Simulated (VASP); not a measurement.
VASP input:

### POSCAR
```
Os
1
    1.3986720000    -2.4141040000     0.0000000000
    1.3986720000     2.4141040000     0.0000000000
    0.0000000000     0.0000000000     4.4081610000
Os
2
Direct
  0.3333330000   0.6666670000   0.2500000000
  0.6954270000   0.3620930000   0.7500000000
```

KPOINTS:
```
K-points
0
Gamma
  13 13 8
```

**INCAR**
```
LASPH=.TRUE.
LWAVE=.FALSE.
ISMEAR=1
NELM=100
AMIX=0.6
PREC=Accurate
LMAXMIX=6
ALGO=Normal   # blocked Davidson
LCHARG=.FALSE.
ENCUT=400   # plane-wave cut-off (eV)
LREAL=.FALSE.
SIGMA=0.1   # width (eV)
EDIFF=1E-6   # SCF stop (eV)
ISIF=2
IMIX=1
BMIX=3.0
SYSTEM=Os
GGA=PE
```

POTCAR, in this order: Os (PBE.64 set). Program: vasp_std.

**Question.** Translate this PBE calculation to Ansatz.

**Answer.** One equivalent input (not run):
Ansatz 0.2 input:
```yaml
crystal:
  lattice:
    - [1.3986720, -2.4141040, 0.0000000]
    - [1.3986720, 2.4141040, 0.0000000]
    - [0.0000000, 0.0000000, 4.4081610]
  atoms:
    - { symbol: Os, position: [0.3333330, 0.6666670, 0.2500000] }
    - { symbol: Os, position: [0.6954270, 0.3620930, 0.7500000] }
kpoints:
  mp_grid: { grid: [13, 13, 8] }
hamiltonian:
  xc: pbe
  pseudopotentials: { kind: paw }
scf:
  occupations: { method: methfessel_paxton, width: 0.1 }
  max_iter: 100
output: { forces: true, stress: true, eigenvalues: true }
```
The two are equivalent in intent, not identical: each code has its own PAW files, so the cut-off isn't converted (ENCUT is set for VASP's; basis.ecutwfc is left out, and Ansatz then takes the one that its files recommend); Ansatz stops its SCF on the density residual and VASP on the energy change (EDIFF).

The compound is Os in the hcp structure. The cell was not relaxed at this level, atoms are displaced from their ideal sites. The run is one of a series of settings (AMIX = 0.6, BMIX = 3.0, IMIX = 1 against the base run), some of them coarse on purpose.
